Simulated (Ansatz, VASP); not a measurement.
# SnH5CN2Cl3 (CH(NH2)2SnCl3) in two plane-wave programs

Aim: how closely do two programs agree when they are given the same cell, functional and k mesh? The cell is generated by rule, not measured, and may not be a known phase. The cell is taken from a series of runs on this material, whose earlier steps may have relaxed, scaled, displaced or heated it; both programs get it as it stands.

Method: plane waves, with VASP 6.6.1 beside it; dielectric response at PBE, in Ansatz 0.2.0.

The structure was built from a prototype and need not be the compound's stable phase.

## (1) The structure

The cell holds 12 atoms: 1 C, 5 H, 2 N, 1 Sn and 3 Cl. Its edges and angles: a = 5.776 Å, b = 5.910 Å, c = 5.774 Å, α = 91.2°, β = 79.2°, γ = 88.9°. It derives from C1Cl3H5N2Sn1.

## (2) VASP: dielectric response, PBE

The response to a field tests empty states and converges slowly with the mesh.

Lines of VASP's logs that name or quote its potential files are left out, and so is its time.

File INCAR:

```
SYSTEM = SnH5CN2Cl3
PREC = Accurate
ENCUT = 520
EDIFF = 1E-08
NELM = 120
ISMEAR = 0
SIGMA = 0.01
LREAL = .FALSE.
ALGO = Normal
GGA = PE
NBANDS = 39
LORBIT = 11
LWAVE = .FALSE.
LCHARG = .FALSE.
ISIF = 2
LEPSILON = .TRUE.
LASPH = .TRUE.
GGA_COMPAT = .FALSE.
EFERMI = MIDGAP
KPAR = 2
```

File POSCAR:

```
SnH5CN2Cl3
1.0
    5.7495448321      0.0614553157      0.5447128158
    0.0614553157      5.9088202652     -0.0666377089
    0.5447128158     -0.0666377089      5.7481586069
C H N Sn Cl
1 5 2 1 3
Direct
    0.9810940672      0.9436820466      0.0178882993
    0.9262224184      0.7742508549      0.0712310994
    0.7615626863      0.9546566502      0.7814605038
    0.2164826987      0.9514571223      0.2385203937
    0.9296576348      0.1951346974      0.7904406074
    0.2101028628      0.1931330491      0.0718434576
    0.8814618376      0.0396557453      0.8574399153
    0.1418197887      0.0378510038      0.1189453882
    0.4856819093      0.4914066488      0.5142706067
    0.4386582902      0.5018149019      0.9706637115
    0.4967715320      0.9295809080      0.5038700487
    0.0293323699      0.5028959437      0.5604372443
```

File KPOINTS:

```
Automatic mesh
0
Gamma
4 4 4
0 0 0
```

Potentials, in the order of the species: C, H, N, Sn_d and Cl (PBE family, release 64).

Command:

```sh
$ mpirun -np 2 vasp_std
```

Numbers of over 12 decimals in the logs are rounded to 6 here.

Output:

```text
[banner, memory and clock lines left out]
running    2 mpi-ranks, on    1 nodes
 distrk:  each k-point on    1 cores,    2 groups
 distr:  one band on    1 cores,    1 groups

 POSCAR found type information on POSCAR C H N SnCl
 POSCAR found :  5 types and      12 ions
 LDA part: xc-table for (Slater+PW92), standard interpolation
 POSCAR, INCAR and KPOINTS ok, starting setup
 FFT: planning ... GRIDC
 FFT: planning ... GRID_SOFT
 FFT: planning ... GRID
 WAVECAR not read
 entering main loop
       N       E                     dE             d eps       ncg     rms          rms(c)
DAV:   1     0.477367866226E+03    0.47737E+03   -0.23703E+04  2815   0.137E+03
DAV:   2     0.940135564711E+01   -0.46797E+03   -0.44222E+03  3240   0.350E+02
DAV:   3    -0.598569766095E+02   -0.69258E+02   -0.68344E+02  3344   0.139E+02
DAV:   4    -0.626458176578E+02   -0.27888E+01   -0.27715E+01  3488   0.322E+01
DAV:   5    -0.627350854440E+02   -0.89268E-01   -0.89180E-01  3853   0.563E+00    0.130E+01
DAV:   6    -0.592805279081E+02    0.34546E+01   -0.70270E+00  3498   0.124E+01    0.687E+00
DAV:   7    -0.590122233966E+02    0.26830E+00   -0.12604E+00  3476   0.520E+00    0.392E+00
DAV:   8    -0.589932153205E+02    0.19008E-01   -0.15268E-01  3584   0.200E+00    0.783E-01
DAV:   9    -0.589953956588E+02   -0.21803E-02   -0.12902E-02  3394   0.631E-01    0.213E-01
DAV:  10    -0.589967890716E+02   -0.13934E-02   -0.27561E-03  3406   0.258E-01    0.889E-02
DAV:  11    -0.589970799573E+02   -0.29089E-03   -0.34365E-04  3292   0.984E-02    0.354E-02
DAV:  12    -0.589971729429E+02   -0.92986E-04   -0.11179E-04  3289   0.529E-02    0.111E-02
DAV:  13    -0.589971787738E+02   -0.58309E-05   -0.12240E-05  3530   0.197E-02    0.678E-03
DAV:  14    -0.589971801002E+02   -0.13265E-05   -0.33074E-06  3252   0.972E-03    0.186E-03
DAV:  15    -0.589971802486E+02   -0.14834E-06   -0.40504E-07  3569   0.337E-03    0.880E-04
DAV:  16    -0.589971802576E+02   -0.89844E-08   -0.75454E-08  3242   0.146E-03
   1 F= -.58997180E+02 E0= -.58997180E+02  d E =0.000000E+00
 Linear response reoptimize wavefunctions to high precision
DAV:   1    -0.589971802566E+02    0.99817E-09   -0.69858E-09  2930   0.480E-04
DAV:   2    -0.589971802567E+02   -0.11005E-09   -0.85570E-10  2320   0.179E-04
DAV:   3    -0.589971802567E+02    0.15461E-10   -0.13841E-10  2069   0.787E-05
 Linear response G [H, r] |phi>, progress :
  Direction:   1
       N       E                     dE             d eps       ncg     rms
RMM:   1    -0.165717952016E+03   -0.16572E+03    0.71277E+02  4375   0.189E+02
RMM:   2    -0.185226531421E+03   -0.19509E+02   -0.10744E+02  5815   0.387E+01
RMM:   3    -0.186301597962E+03   -0.10751E+01   -0.47944E+00  5933   0.104E+01
RMM:   4    -0.186334930326E+03   -0.33332E-01   -0.28639E-01  6015   0.278E+00
RMM:   5    -0.186346521840E+03   -0.11592E-01   -0.54546E-02  6227   0.848E-01
RMM:   6    -0.186345461320E+03    0.10605E-02   -0.63403E-04  6193   0.318E-01
RMM:   7    -0.186346251360E+03   -0.79004E-03   -0.20794E-03  6302   0.122E-01
RMM:   8    -0.186346134479E+03    0.11688E-03    0.69084E-04  6188   0.572E-02
RMM:   9    -0.186346248064E+03   -0.11358E-03    0.26364E-04  6451   0.265E-02
RMM:  10    -0.186346226547E+03    0.21516E-04    0.38434E-04  6435   0.163E-02
RMM:  11    -0.186346244250E+03   -0.17702E-04   -0.73684E-05  6341   0.961E-03
RMM:  12    -0.186346239515E+03    0.47344E-05    0.11135E-04  6289   0.673E-03
RMM:  13    -0.186346243230E+03   -0.37148E-05   -0.15709E-05  6310   0.470E-03
RMM:  14    -0.186346240646E+03    0.25843E-05   -0.30595E-05  6306   0.371E-03
RMM:  15    -0.186346242689E+03   -0.20436E-05   -0.42992E-05  6353   0.300E-03
RMM:  16    -0.186346240789E+03    0.18999E-05    0.56895E-05  6380   0.275E-03
RMM:  17    -0.186346242442E+03   -0.16526E-05   -0.27852E-05  6432   0.269E-03
RMM:  18    -0.186346240619E+03    0.18233E-05    0.60841E-05  6496   0.266E-03
RMM:  19    -0.186346242857E+03   -0.22387E-05    0.40029E-05  6604   0.263E-03
 Linear response G [H, r] |phi>, progress :
  Direction:   2
       N       E                     dE             d eps       ncg     rms
RMM:   1    -0.158233226936E+03   -0.15823E+03    0.78017E+02  4424   0.188E+02
RMM:   2    -0.185634367025E+03   -0.27401E+02   -0.96539E+01  5802   0.369E+01
RMM:   3    -0.186583873637E+03   -0.94951E+00   -0.43587E+00  5925   0.971E+00
RMM:   4    -0.186622599768E+03   -0.38726E-01   -0.27787E-01  6017   0.255E+00
RMM:   5    -0.186629798518E+03   -0.71987E-02   -0.46780E-02  6173   0.778E-01
RMM:   6    -0.186629716533E+03    0.81985E-04   -0.55233E-03  6219   0.291E-01
RMM:   7    -0.186629908114E+03   -0.19158E-03   -0.12488E-03  6251   0.107E-01
RMM:   8    -0.186629913092E+03   -0.49780E-05   -0.15359E-04  6258   0.510E-02
RMM:   9    -0.186629922252E+03   -0.91595E-05   -0.83070E-05  6420   0.245E-02
RMM:  10    -0.186629924946E+03   -0.26948E-05    0.81590E-05  6237   0.150E-02
[...]
RMM:  13    -0.186343606768E+03   -0.20359E-05   -0.98662E-05  6239   0.454E-03
RMM:  14    -0.186343607176E+03   -0.40782E-06   -0.94931E-05  6283   0.360E-03
RMM:  15    -0.186343606068E+03    0.11073E-05   -0.64893E-05  6295   0.283E-03
RMM:  16    -0.186343607280E+03   -0.12115E-05   -0.60522E-05  6333   0.256E-03
RMM:  17    -0.186343606483E+03    0.79658E-06   -0.29693E-05  6371   0.248E-03
[...]
Linear response to external field (no local field effect), progress :
  Direction:   3
       N       E                     dE             d eps       ncg     rms          rms(c)
RMM:   1    -0.129594232473E+01   -0.12959E+01   -0.37786E+00  4624   0.648E+00
RMM:   2    -0.170075293062E+01   -0.40481E+00   -0.16322E-01  5764   0.146E+00
RMM:   3    -0.170455725884E+01   -0.38043E-02   -0.52930E-03  5791   0.283E-01
RMM:   4    -0.170465387003E+01   -0.96611E-04   -0.30715E-04  5845   0.647E-02
RMM:   5    -0.170466197069E+01   -0.81007E-05   -0.29755E-05  5978   0.176E-02
RMM:   6    -0.170466264699E+01   -0.67629E-06   -0.19137E-06  6004   0.465E-03
RMM:   7    -0.170466275322E+01   -0.10623E-06   -0.52972E-07  5973   0.156E-03
RMM:   8    -0.170466275500E+01   -0.17781E-08   -0.67150E-07  5532   0.568E-04
RMM:   9    -0.170466275707E+01   -0.20726E-08   -0.54461E-07  5114   0.258E-04
RMM:  10    -0.170466275906E+01   -0.19908E-08    0.52666E-07  4686   0.171E-04
RMM:  11    -0.170466275930E+01   -0.23530E-09   -0.10024E-07  4382   0.140E-04
RMM:  12    -0.170466275939E+01   -0.95290E-10    0.25882E-07  4248   0.125E-04
RMM:  13    -0.170466275929E+01    0.10352E-09   -0.90503E-08  4125   0.118E-04
 change of polarisation eV/A/(eV/A) component  3 :     0.429    -0.141     3.409
 dielectric tensor                  component  3 :     0.401    -0.132     4.189
 Linear response to external field, progress :
  Direction:   1
       N       E                     dE             d eps       ncg     rms          rms(c)
RMM:   1    -0.129679223295E+01   -0.12968E+01   -0.37875E+00  4628   0.648E+00
RMM:   2    -0.170129017969E+01   -0.40450E+00   -0.16320E-01  5774   0.146E+00    0.275E+00
RMM:   3    -0.151270202239E+01    0.18859E+00   -0.31863E-01  5561   0.194E+00    0.133E+00
RMM:   4    -0.153488463844E+01   -0.22183E-01   -0.10775E-01  6108   0.121E+00    0.619E-01
RMM:   5    -0.157466984202E+01   -0.39785E-01   -0.11557E-02  5922   0.448E-01    0.267E-01
RMM:   6    -0.160078964632E+01   -0.26120E-01   -0.29102E-03  5797   0.185E-01    0.771E-02
RMM:   7    -0.160671318004E+01   -0.59235E-02   -0.53947E-04  5891   0.637E-02    0.286E-02
RMM:   8    -0.160893059317E+01   -0.22174E-02   -0.17067E-04  5570   0.302E-02    0.749E-03
RMM:   9    -0.160910130006E+01   -0.17071E-03    0.75292E-05  6055   0.963E-03    0.394E-03
RMM:  10    -0.160913186507E+01   -0.30565E-04    0.19098E-05  5844   0.468E-03    0.103E-03
RMM:  11    -0.160916163681E+01   -0.29772E-04    0.46654E-05  6094   0.137E-03    0.539E-04
RMM:  12    -0.160915001368E+01    0.11623E-04    0.46317E-06  5851   0.980E-04    0.238E-04
RMM:  13    -0.160914728361E+01    0.27301E-05    0.72793E-06  6144   0.381E-04    0.700E-05
RMM:  14    -0.160914403936E+01    0.32443E-05   -0.43250E-07  5612   0.195E-04    0.225E-05
RMM:  15    -0.160914335381E+01    0.68555E-06    0.32866E-06  4607   0.113E-04    0.911E-06
 change of polarisation eV/A/(eV/A) component  1 :     2.909     0.137     0.397
 dielectric tensor                  component  1 :     3.721     0.129     0.371
 Linear response to external field, progress :
  Direction:   2
       N       E                     dE             d eps       ncg     rms          rms(c)
RMM:   1    -0.130262553204E+01   -0.13026E+01   -0.38568E+00  4652   0.652E+00
RMM:   2    -0.168891513298E+01   -0.38629E+00   -0.14745E-01  5869   0.141E+00    0.266E+00
RMM:   3    -0.150939581630E+01    0.17952E+00   -0.26952E-01  5490   0.168E+00    0.131E+00
RMM:   4    -0.154679387118E+01   -0.37398E-01   -0.16622E-01  5971   0.129E+00    0.553E-01
RMM:   5    -0.158307026859E+01   -0.36276E-01   -0.11107E-02  5688   0.435E-01    0.172E-01
RMM:   6    -0.160131904929E+01   -0.18249E-01   -0.12062E-03  5906   0.179E-01    0.707E-02
RMM:   7    -0.160628517151E+01   -0.49661E-02   -0.19914E-04  5707   0.628E-02    0.194E-02
RMM:   8    -0.160739696118E+01   -0.11118E-02   -0.22506E-04  5650   0.232E-02    0.933E-03
RMM:   9    -0.160778676658E+01   -0.38981E-03   -0.63958E-06  5711   0.125E-02    0.288E-03
RMM:  10    -0.160783669148E+01   -0.49925E-04   -0.34960E-06  5935   0.392E-03    0.113E-03
RMM:  11    -0.160779687955E+01    0.39812E-04    0.88989E-06  5878   0.169E-03    0.388E-04
RMM:  12    -0.160778284038E+01    0.14039E-04   -0.53522E-06  5642   0.807E-04    0.109E-04
RMM:  13    -0.160777793837E+01    0.49020E-05    0.50037E-06  5899   0.358E-04    0.536E-05
RMM:  14    -0.160777578061E+01    0.21578E-05   -0.94672E-07  5717   0.189E-04    0.248E-05
RMM:  15    -0.160777543227E+01    0.34833E-06    0.18652E-06  4299   0.123E-04    0.750E-06
 change of polarisation eV/A/(eV/A) component  2 :     0.137     2.908    -0.141
 dielectric tensor                  component  2 :     0.128     3.720    -0.131
 Linear response to external field, progress :
  Direction:   3
       N       E                     dE             d eps       ncg     rms          rms(c)
RMM:   1    -0.129594232473E+01   -0.12959E+01   -0.37786E+00  4624   0.648E+00
RMM:   2    -0.170075268078E+01   -0.40481E+00   -0.16322E-01  5764   0.146E+00    0.275E+00
RMM:   3    -0.151203435565E+01    0.18872E+00   -0.32078E-01  5568   0.194E+00    0.133E+00
RMM:   4    -0.153513599586E+01   -0.23102E-01   -0.12056E-01  6111   0.121E+00    0.620E-01
RMM:   5    -0.157379536404E+01   -0.38659E-01   -0.13466E-02  5912   0.449E-01    0.267E-01
RMM:   6    -0.159963600776E+01   -0.25841E-01   -0.19237E-03  5802   0.185E-01    0.770E-02
RMM:   7    -0.160571043497E+01   -0.60744E-02   -0.85586E-04  5892   0.636E-02    0.287E-02
RMM:   8    -0.160790027934E+01   -0.21898E-02   -0.14338E-04  5566   0.303E-02    0.746E-03
RMM:   9    -0.160807012389E+01   -0.16984E-03    0.97709E-05  6064   0.963E-03    0.399E-03
RMM:  10    -0.160810427948E+01   -0.34156E-04   -0.60591E-05  5849   0.466E-03    0.101E-03
RMM:  11    -0.160812804365E+01   -0.23764E-04    0.48435E-05  6092   0.135E-03    0.541E-04
RMM:  12    -0.160811781078E+01    0.10233E-04   -0.99873E-06  5870   0.976E-04    0.234E-04
RMM:  13    -0.160811471964E+01    0.30911E-05    0.32715E-06  6165   0.376E-04    0.710E-05
RMM:  14    -0.160811173895E+01    0.29807E-05   -0.54831E-06  5613   0.192E-04    0.221E-05
RMM:  15    -0.160811086150E+01    0.87745E-06   -0.10515E-06  4617   0.111E-04    0.918E-06
 change of polarisation eV/A/(eV/A) component  3 :     0.395    -0.140     2.907
 dielectric tensor                  component  3 :     0.370    -0.131     3.719
 Born effective charges drift removed
```

Parts of OUTCAR (step 2):

```text
ion  position               nearest neighbor table
   1  0.981  0.944  0.018-   2 1.09   7 1.31   8 1.31
   2  0.926  0.774  0.071-   1 1.09
   3  0.762  0.955  0.781-   7 1.02
   4  0.216  0.951  0.239-   8 1.02
   5  0.930  0.195  0.790-   7 1.03
   6  0.210  0.193  0.072-   8 1.03
   7  0.881  0.040  0.857-   3 1.02   5 1.03   1 1.31
   8  0.142  0.038  0.119-   4 1.02   6 1.03   1 1.31
   9  0.486  0.491  0.514-  11 2.59  10 2.60  12 2.60  12 3.20  10 3.20
  10  0.439  0.502  0.971-   9 2.60   9 3.20
  11  0.497  0.930  0.504-   9 2.59
  12  0.029  0.503  0.560-   9 2.60   9 3.20

  LATTYP: Found a triclinic cell.
 ALAT       =     5.7742947627
 B/A-ratio  =     1.5413909837
 C/A-ratio  =     1.6606624558
 COS(alpha) =     0.0005609310
 COS(beta)  =     0.5025581323
 COS(gamma) =     0.7705468885

 Subroutine GETGRP returns: Found  1 space group operations
 (whereof  1 operations were pure point group operations)

The static configuration has the point symmetry C_1 .

 Found     36 irreducible k-points:

   k-points           NKPTS =     36   k-points in BZ     NKDIM =     36   number of bands    NBANDS=     39

   dimension x,y,z NGX =    48 NGY =   48 NGZ =   48
   dimension x,y,z NGXF=    96 NGYF=   96 NGZF=   96

   ENCUT  =  520.0 eV  38.22 Ry    6.18 a.u.  10.74 10.99 10.74*2*pi/ulx,y,z

   NELECT =      54.0000    total number of electrons

 k-points in reciprocal lattice and weights: Automatic mesh
   0.00000000  0.00000000  0.00000000       0.016
   0.25000000 -0.00000000  0.00000000       0.031
   0.50000000 -0.00000000  0.00000000       0.016
  -0.00000000  0.25000000  0.00000000       0.031
   0.25000000  0.25000000  0.00000000       0.031
   0.50000000  0.25000000 -0.00000000       0.031
  -0.25000000  0.25000000 -0.00000000       0.031
  -0.00000000  0.50000000  0.00000000       0.016
   0.25000000  0.50000000  0.00000000       0.031
[...]
0.25000000  0.50000000  0.50000000       0.031
   0.50000000  0.50000000  0.50000000       0.016

 average (electrostatic) potential at core
       1 -55.7083       2 -37.4316       3 -38.4234       4 -38.4344       5 -38.3616
       6 -38.3624       7 -68.9068       8 -68.9088       9-105.5353      10 -93.7758
      11 -93.8444      12 -93.7743

  Total        0.9318737      0.9375097      0.9373170     -0.0328932      0.0334314     -0.0427872
  in kB        7.7168019      7.7634728      7.7618773     -0.2723872      0.2768438     -0.3543189
  external PRESSURE =       7.7473840 kB  Pullay stress =       0.0000000 kB

  energy-cutoff  :      520.00
  volume of cell :      193.48
      direct lattice vectors                 reciprocal lattice vectors
     5.749544832  0.061455316  0.544712816     0.175526396 -0.002013430 -0.016656751
     0.061455316  5.908820265 -0.066637709    -0.002013430  0.169283745  0.002153285
     0.544712816 -0.066637709  5.748158607    -0.016656751  0.002153285  0.175572162

 POSITION                                       TOTAL-FORCE (eV/Angst)
 -----------------------------------------------------------------------------------
      5.70858      5.63515      0.57435        -0.010975     -0.028129      0.016243
      5.41174      4.62708      0.86238         0.002573      0.007821     -0.001699
      4.86298      5.63562      4.84318         0.030850      0.019890      0.024197
      1.43307      5.61940      1.42557        -0.017682      0.021420     -0.026390
      5.78766      1.15748      5.03697        -0.011886     -0.032489      0.013474
      1.25900      1.14931      0.51454        -0.011214     -0.031978      0.014794
      5.53750      0.23135      5.40620        -0.052486      0.026875     -0.069677
      0.88252      0.22444      0.75845         0.058391      0.024041      0.042364
      3.10278      2.89921      3.18792         0.022794     -0.004067     -0.024142
      3.08166      2.92741      5.78503         0.017022     -0.005330      0.031883
      3.18780      5.48968      3.10498         0.003204      0.007475     -0.004724
      0.50483      2.93598      3.20395        -0.030591     -0.005527     -0.016323
 -----------------------------------------------------------------------------------
    total drift:                                0.000389      0.001163     -0.000285

 MACROSCOPIC STATIC DIELECTRIC TENSOR (including local field effects in DFT)
 ------------------------------------------------------
           3.721002     0.127937     0.369564
           0.128530     3.719783    -0.131005
           0.371128    -0.131428     3.719188
 ------------------------------------------------------

 PIEZOELECTRIC TENSOR (including local field effects)  for field in x, y, z        (C/m^2)
          XX          YY          ZZ          XY          YZ          ZX
  --------------------------------------------------------------------------------
  x     0.13609    -0.03717     0.03312    -0.09262    -0.06996    -0.07000
  y     0.01363    -0.19720     0.01410    -0.01947     0.01949    -0.00673
  z    -0.03389     0.03778    -0.13732    -0.07102    -0.09029     0.06983

 BORN EFFECTIVE CHARGES (including local field effects) (in |e|, cummulative output)
 ---------------------------------------------------------------------------------
 ion    1
    1     1.41007     0.00935     1.02859
    2     0.01523     0.37729    -0.03041
    3     1.02756    -0.02459     1.41726
 ion    2
    1     0.20866    -0.03720    -0.04040
    2    -0.02061     0.09994     0.02165
    3    -0.04000     0.03869     0.20871
 ion    3
    1     0.72488     0.06979     0.26249
    2     0.08671     0.31461     0.17114
    3     0.30586     0.18586     0.51020
 ion    4
    1     0.50396    -0.18403     0.29683
    2    -0.16795     0.31711    -0.08542
    3     0.25133    -0.06848     0.71723
 ion    5
    1     0.31605     0.04875    -0.17811
    2     0.04065     0.79915    -0.29622
    3    -0.16502    -0.39334     0.42906
 ion    6
    1     0.42867     0.39270    -0.16400
    2     0.29586     0.79908    -0.03983
    3    -0.17854    -0.04902     0.31732
 ion    7
    1    -0.99939     0.36170    -0.60258
    2    -0.00347    -0.61750     0.08163
    3    -0.47749     0.49855    -1.19906
 ion    8
    1    -1.19543    -0.49032    -0.47859
    2    -0.07513    -0.61216     0.00782
    3    -0.60082    -0.35649    -1.00358
 ion    9
    1     3.29011     0.09133     0.33261
    2     0.10188     2.95194    -0.10806
    3     0.33485    -0.09816     3.28863
 ion   10
    1    -0.70236    -0.12836    -0.20352
    2    -0.13037    -0.65929     0.15535
    3    -0.04472    -0.01087    -3.25817
 ion   11
    1    -0.72521    -0.15335    -0.20884
    2     0.00600    -3.11107    -0.00877
    3    -0.20974     0.14772    -0.72224
 ion   12
    1    -3.26000     0.01964    -0.04449
    2    -0.14882    -0.65909     0.13112
    3    -0.20327     0.13012    -0.70537
```

The dielectric response converges more slowly with the mesh than energies do, so tensor and charges may still move on a finer one.

(Continued in part 2 of 2.)

[Lines on the potential files, build, host, timing and source positions are cut from VASP's logs without a mark.]

[Logs are printed without paths, hosts, clocks, repeated set-up lines and the standing remarks that a program may print on its own settings, such as how far it seeks lower states.]

[Hosts, paths, dates, database ids (printed as entryN), source tags and the programs' standing remarks are cut or masked in the printed files.]
